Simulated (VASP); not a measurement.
Method: PBE GGA, VASP's PBE PAW potentials (set 64) (plane waves; VASP).

A VASP calculation is set up with these files.

POSCAR:
```
ZnS
1
    3.8644300000     0.0000000000     0.0000000000
   -1.9322150000     3.3466950000     0.0000000000
    0.0000000000     0.0000000000    31.6095360000
Zn S
10 10
Direct
  0.6666670000   0.3333330000   0.2000000000
  0.3333330000   0.6666670000   0.7000000000
  0.0000000000   0.0000000000   0.8000000000
  0.0000000000   0.0000000000   0.3000000000
  0.6666670000   0.3333330000   0.9000000000
  0.3333330000   0.6666670000   0.4000000000
  0.3333330000   0.6666670000   0.1001000000
  0.6666670000   0.3333330000   0.6001000000
  0.0000000000   0.0000000000   0.0001000000
  0.0000000000   0.0000000000   0.5001000000
  0.6666670000   0.3333330000   0.2749000000
  0.3333330000   0.6666670000   0.7749000000
  0.0000000000   0.0000000000   0.0750000000
  0.0000000000   0.0000000000   0.5750000000
  0.6666670000   0.3333330000   0.6750000000
  0.3333330000   0.6666670000   0.1750000000
  0.0000000000   0.0000000000   0.8749000000
  0.0000000000   0.0000000000   0.3749000000
  0.3333330000   0.6666670000   0.4751000000
  0.6666670000   0.3333330000   0.9751000000
```

INCAR:
```
ALGO = Normal
EDIFF = 1E-6
ENCUT = 300
GGA = PE
ISIF = 2
ISMEAR = 0
LASPH = .TRUE.
LCHARG = .FALSE.
LMAXMIX = 4
LREAL = Auto
LWAVE = .FALSE.
NELM = 100
PREC = Accurate
SIGMA = 0.01
SYSTEM = ZnS
```

**KPOINTS**
```
Automatic mesh
0
Gamma
  10 10 1
```

POTCAR, in this order: Zn S (PBE.64 set). Program: vasp_std.

The resulting files:

File OSZICAR:
```
       N       E                     dE             d eps       ncg     rms          rms(c)
DAV:   1     0.127781216764E+04    0.12778E+04   -0.58370E+04  3024   0.135E+03
DAV:   2     0.133390454267E+03   -0.11444E+04   -0.10947E+04  3048   0.359E+02
DAV:   3    -0.607552523451E+02   -0.19415E+03   -0.18953E+03  3324   0.140E+02
DAV:   4    -0.724738318216E+02   -0.11719E+02   -0.11629E+02  3440   0.357E+01
DAV:   5    -0.727309559432E+02   -0.25712E+00   -0.25653E+00  3480   0.533E+00    0.213E+01
DAV:   6    -0.683286752594E+02    0.44023E+01   -0.87723E+00  4528   0.405E+01    0.162E+01
DAV:   7    -0.688921555693E+02   -0.56348E+00   -0.15207E+01  3512   0.940E+00    0.557E+00
DAV:   8    -0.684970094531E+02    0.39515E+00   -0.14226E+00  3832   0.669E+00    0.192E+00
DAV:   9    -0.684801166655E+02    0.16893E-01   -0.38196E-01  3848   0.341E+00    0.646E-01
DAV:  10    -0.684805604896E+02   -0.44382E-03   -0.16260E-02  3536   0.137E+00    0.473E-01
DAV:  11    -0.684809119512E+02   -0.35146E-03   -0.22701E-03  3512   0.229E-01    0.423E-01
DAV:  12    -0.684830283364E+02   -0.21164E-02   -0.49218E-03  4016   0.469E-01    0.250E-01
DAV:  13    -0.684819500956E+02    0.10782E-02   -0.33117E-03  4048   0.512E-01    0.106E-01
DAV:  14    -0.684819818760E+02   -0.31780E-04   -0.45270E-04  3352   0.849E-02    0.658E-02
DAV:  15    -0.684819828175E+02   -0.94153E-06   -0.17193E-05  3504   0.174E-02    0.650E-02
DAV:  16    -0.684819749046E+02    0.79129E-05   -0.91322E-06  3472   0.240E-02    0.588E-02
DAV:  17    -0.684819675848E+02    0.73198E-05   -0.30845E-05  3864   0.696E-02    0.557E-02
DAV:  18    -0.684819905927E+02   -0.23008E-04   -0.61422E-05  3992   0.982E-02    0.107E-01
DAV:  19    -0.684819837659E+02    0.68268E-05   -0.31361E-05  3712   0.549E-02    0.683E-02
DAV:  20    -0.684819833463E+02    0.41952E-06   -0.22818E-06  2080   0.653E-03
   1 F= -.68481983E+02 E0= -.68481983E+02  d E =-.422072E-19
```

File OUTCAR:
```
------------------------ aborting loop because EDIFF is reached ----------------------------------------
  FORCE on cell =-STRESS in cart. coord.  units (eV):
  Direction    XX          YY          ZZ          XY          YZ          ZX
  --------------------------------------------------------------------------------------
  Total       -2.4629823     -2.4629830     -2.7614339      0.0000000     -0.0000000      0.0000000
  in kB       -9.6527748     -9.6527774    -10.8224487      0.0000000     -0.0000000      0.0000000
  external PRESSURE =     -10.0426670 kB  Pullay stress =       0.0000000 kB
  volume of cell :      408.81
      direct lattice vectors                 reciprocal lattice vectors
     3.864430000  0.000000000  0.000000000     0.258770375  0.149401126  0.000000000
    -1.932215000  3.346695000  0.000000000     0.000000000  0.298802251  0.000000000
     0.000000000  0.000000000 31.609536000     0.000000000  0.000000000  0.031636023
  FREE ENERGIE OF THE ION-ELECTRON SYSTEM (eV)
  ---------------------------------------------------
  free  energy   TOTEN  =       -68.4819833463 eV

  energy  without entropy=      -68.4819833463  energy(sigma->0) =      -68.48198335
```
(Selected blocks of OUTCAR.)

OUTCAR:
```
 val. band max:        1.7911537599   @ k =   0.0000   0.0000   0.0000

 cond. band min:       3.7554869986   @ k =   0.0000   0.0000   0.0000


 Fermi energy:         1.8507528166

 k-point     1 :       0.0000    0.0000    0.0000
  band No.  band energies     occupation
      1     -11.1210      2.00000
      2     -11.0548      2.00000
      3     -11.0449      2.00000
      4     -10.8579      2.00000
      5     -10.8509      2.00000
      6     -10.5944      2.00000
      7     -10.5866      2.00000
      8     -10.3598      2.00000
      9     -10.3489      2.00000
     10     -10.2576      2.00000
     11      -4.4028      2.00000
     12      -4.3997      2.00000
     13      -4.3958      2.00000
     14      -4.3958      2.00000
     15      -4.3905      2.00000
     16      -4.3905      2.00000
     17      -4.3902      2.00000
     18      -4.3795      2.00000
     19      -4.3756      2.00000
     20      -4.3756      2.00000
     21      -4.3716      2.00000
     22      -4.3592      2.00000
     23      -4.3592      2.00000
     24      -4.3481      2.00000
     25      -4.3481      2.00000
     26      -4.3277      2.00000
     27      -4.3277      2.00000
     28      -4.3172      2.00000
     29      -4.3172      2.00000
     30      -4.3048      2.00000
     31      -4.3048      2.00000
     32      -4.2946      2.00000
     33      -4.2946      2.00000
     34      -4.2914      2.00000
     35      -4.2914      2.00000
     36      -4.2910      2.00000
     37      -4.2842      2.00000
     38      -4.0581      2.00000
     39      -4.0553      2.00000
     40      -3.9499      2.00000
     41      -3.9499      2.00000
     42      -3.9498      2.00000
     43      -3.9498      2.00000
     44      -3.9435      2.00000
     45      -3.9435      2.00000
     46      -3.9426      2.00000
     47      -3.9426      2.00000
     48      -3.9344      2.00000
     49      -3.9344      2.00000
     50      -3.9335      2.00000
     51      -3.9335      2.00000
...
```

At this cut-off the stress carries a Pulay error, which pulls relaxed volumes low.

The structure comes from a computed database's ZnS entry; how it stands against other phases isn't given here. The cell was not relaxed at this level.
